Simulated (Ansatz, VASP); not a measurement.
# Ir: VASP beside Ansatz, part 2 of 2

Aim: how closely do two programs agree when they are given the same cell, functional and k mesh? The structure shown is the end of the Ansatz relaxation below.

VASP 6.6.1 and Ansatz 0.2.0.

So far. Step 3 (VASP: single point, PBEsol, pair 1): The run ends at a pressure of 4.44 GPa.

## (7) VASP: single point, PBEsol, pair 2 (continued)

Level of this step: PBEsol; plane waves and PAW (Ir) (VASP).

Numbers of over 12 decimals in the logs are rounded to 6 here.

From OUTCAR (step 7):

```text
  Total        0.1915541      0.1915541      1.0286584      0.0000000      0.0000000      0.0000000
  in kB       10.9663494     10.9663494     58.8900295      0.0000000      0.0000000      0.0000000
  external PRESSURE =      26.9409095 kB  Pullay stress =       0.0000000 kB

 POSITION                                       TOTAL-FORCE (eV/Angst)
 -----------------------------------------------------------------------------------
      0.00000      0.00000      0.00000        -0.000000     -0.000000      0.000000
      1.35827      1.35827      1.89616         0.000000      0.000000     -0.000000
 -----------------------------------------------------------------------------------
    total drift:                               -0.000000      0.000000      0.000000

  FREE ENERGIE OF THE ION-ELECTRON SYSTEM (eV)
  ---------------------------------------------------
  free  energy   TOTEN  =       -19.6360581094 eV

  energy  without entropy=      -19.6199263140  energy(sigma->0) =      -19.62799221

[... 1 part as in an earlier step ...]

[... 2 further parts left out ...]
[key lines of the parts left out:]
E-fermi :  10.4326
```

The run ends at a pressure of 2.69 GPa.

## (8) Side by side

What differs besides the data sets and the points named for the pairs above, as far as they apply: the data sets hold 34 valence electrons in Ansatz (on its PAW soft_1 files) and 18 in VASP. Total energies have different zeros and are not compared.

Compared:

```
      quantity  Ansatz  VASP  difference
pressure (GPa)    1.60  2.69       -1.09
```

## (9) Ansatz: relaxation, PBEsol

This run makes the geometry at which the two programs are then compared. The cell compared in this pair holds 28.23 Å³, against 27.99 Å³ for the pair before.

The structure compared here is the end of the Ansatz relaxation.

input.yaml reads:

```yaml
crystal:
  lattice:
    - [2.7018953325, 0.0, 0.0]
    - [0.0, 2.7018953325, 0.0]
    - [0.0, 0.0, 3.86894034]
  atoms:
    - { symbol: Ir, position: [0.0, 0.0, 0.0] }
    - { symbol: Ir, position: [0.5, 0.5, 0.5] }
kpoints:
  mp_grid: { grid: [16, 16, 11] }
scf:
  occupations: { method: fermi_dirac, width: 0.05 }
hamiltonian:
  xc: pbesol
  pseudopotentials: { kind: paw, azcp: { folder: soft_1 }, xc_functional: pbe }
basis:
  ecutwfc: 600
output:
  forces: true
  stress: true
relax:
  f_tol: 0.005
  max_steps: 70
  cell: { stress_tol: 0.02, p_target: 0, fix: [c, alpha, beta, gamma] }
```

Launch:

```
> ansatz run input.yaml --threads 4 --pin off --max-ram 10240MiB --backend cpu --events-out ev --progress --plain --runs-dir out
```

What it wrote:

```text
[...]
Crystal: 2 atoms, lattice volume = 28.244 Å³
Basis set: ecut = 600 eV, 943 PW (Γ), exchange–correlation on 48×48×64 points (8 copies of the dense FFT grid, shifted against one another)
Bands: 21, of which v1, the nominal top of the filled ones, is band 17 counted from 1 (16 counted from 0)
Symmetry: 32 space group operations
[...]
k-points: 270 of 2816
[...]
-0.000957      -0.000000       0.000000
        0.000000      -0.000957       0.000000
        0.000000       0.000000      -5.086379
  P = ⅓ Tr σ = -1.6961 GPa (-16.961 kbar)
--- Relaxed structure (3 steps of the walk, 2 accepted, 1 SCFs on fresh bases) ---
[...]
cell:  # Å, volume = 28.2256 Å³
    - [2.701005, 0, 0.0]
    - [0, 2.701005, 0.0]
    - [0.0, 0.0, 3.86894034]
  atoms:
    - { symbol: Ir, position: [0.0, 0.0, 0.0] }
    - { symbol: Ir, position: [0.5, 0.5, 0.500000] }
[key lines of the parts left out:]
SCF converged after 7 iterations
Free energy (F): -23600.888865 eV
Fermi energy:    25.702079 eV
```

## (10) VASP: single point, PBEsol, pair 3

The same cell, functional, mesh and smearing now go to VASP, with its own data sets.

INCAR reads:

```
SYSTEM = Ir
PREC = Accurate
ENCUT = 500
EDIFF = 1E-06
NELM = 120
ISMEAR = -1
SIGMA = 0.05
LREAL = .FALSE.
ALGO = Normal
GGA = PS
NBANDS = 15
LASPH = .TRUE.
LORBIT = 11
LWAVE = .FALSE.
LCHARG = .FALSE.
ISIF = 2
GGA_COMPAT = .FALSE.
KPAR = 2
```

POSCAR reads:

```
Ir
1.0
    2.7010047095      0.0000000000      0.0000000000
    0.0000000000      2.7010047095      0.0000000000
    0.0000000000      0.0000000000      3.8689403400
Ir
2
Direct
    0.0000000000      0.0000000000      0.0000000000
    0.5000000000      0.5000000000      0.5000000000
```

KPOINTS reads:

```
Automatic mesh
0
Gamma
16 16 11
0 0 0
```

The projector-augmented-wave data sets are Ir (PBE family, release 64).

Launch:

```
> mpirun -np 2 vasp_std
```

What it wrote:

```text
[... set-up lines as in an earlier step ...]
 entering main loop
       N       E                     dE             d eps       ncg     rms          rms(c)
DAV:   1     0.146239025432E+03    0.14624E+03   -0.81493E+03  8148   0.115E+03
DAV:   2    -0.166827262094E+02   -0.16292E+03   -0.14807E+03  8114   0.327E+02
DAV:   3    -0.208549376263E+02   -0.41722E+01   -0.40959E+01 10606   0.623E+01
DAV:   4    -0.209009981168E+02   -0.46060E-01   -0.46015E-01  9301   0.568E+00
[...]
DAV:   9    -0.196372936739E+02    0.90282E-02   -0.57877E-03  9773   0.103E+00    0.278E-02
DAV:  10    -0.196372903067E+02    0.33672E-05   -0.35122E-05 12645   0.594E-02    0.196E-02
DAV:  11    -0.196372897844E+02    0.52230E-06   -0.61638E-06 10144   0.267E-02
   1 F= -.19637290E+02 E0= -.19629183E+02  d E =-.162144E-01
```

Parts of OUTCAR (step 10):

```text
  Total        0.1826825      0.1826825     -0.7102441      0.0000000      0.0000000      0.0000000
  in kB       10.3696682     10.3696682    -40.3158185      0.0000000      0.0000000      0.0000000
  external PRESSURE =      -6.5254940 kB  Pullay stress =       0.0000000 kB

 POSITION                                       TOTAL-FORCE (eV/Angst)
 -----------------------------------------------------------------------------------
      0.00000      0.00000      0.00000        -0.000000      0.000000     -0.000000
      1.35050      1.35050      1.93447         0.000000     -0.000000      0.000000
 -----------------------------------------------------------------------------------
    total drift:                               -0.000000      0.000000      0.000000

  FREE ENERGIE OF THE ION-ELECTRON SYSTEM (eV)
  ---------------------------------------------------
  free  energy   TOTEN  =       -19.6372897844 eV

  energy  without entropy=      -19.6210753624  energy(sigma->0) =      -19.62918257

[... 1 part as in an earlier step ...]

[... 2 further parts left out ...]
[key lines of the parts left out:]
E-fermi :  10.2804
```

The run ends at a pressure of -0.65 GPa.

## (11) Side by side

What differs besides the data sets and the points named for the pairs above, as far as they apply: the data sets hold 34 valence electrons in Ansatz (on its PAW soft_1 files) and 18 in VASP. Total energies have different zeros and are not compared.

The two programs side by side:

```csv
quantity,Ansatz,VASP,difference
pressure (GPa),-1.70,-0.65,-1.04
```

## (12) Summary of results

| Property | Result |
| --- | --- |
| difference in pressure (single point, PBEsol, pair 1) | -1.1 GPa |
| difference in pressure (single point, PBEsol, pair 2) | -1.1 GPa |
| difference in pressure (single point, PBEsol, pair 3) | -1.0 GPa |

In words: The difference in pressure is -1.1 GPa (single point, PBEsol, pair 1), beyond the 1 GPa picked in this series as the mark of a large difference. The data sets hold unlike numbers of valence electrons (34 in Ansatz and 18 in VASP), so part of the differences comes from the potentials. Single point, PBEsol, pair 1, VASP with the data sets Ir_sv_GW: the difference in pressure goes from -1.1 to 3.1 GPa. What causes the difference of the single point, PBEsol, pair 2 pair stays open here. What causes the difference of the single point, PBEsol, pair 3 pair stays open here. 3 further runs of this series are not shown here. How closely two codes agree says nothing of how well the functional describes the real material.

[Lines on the potential files, build, host, timing and source positions are cut from VASP's logs without a mark.]

[Logs are printed without paths, hosts, clocks, repeated set-up lines and the standing remarks that a program may print on its own settings, such as how far it seeks lower states.]

[Hosts, paths, dates, database ids (printed as entryN), source tags and the programs' standing remarks are cut or masked in the printed files.]
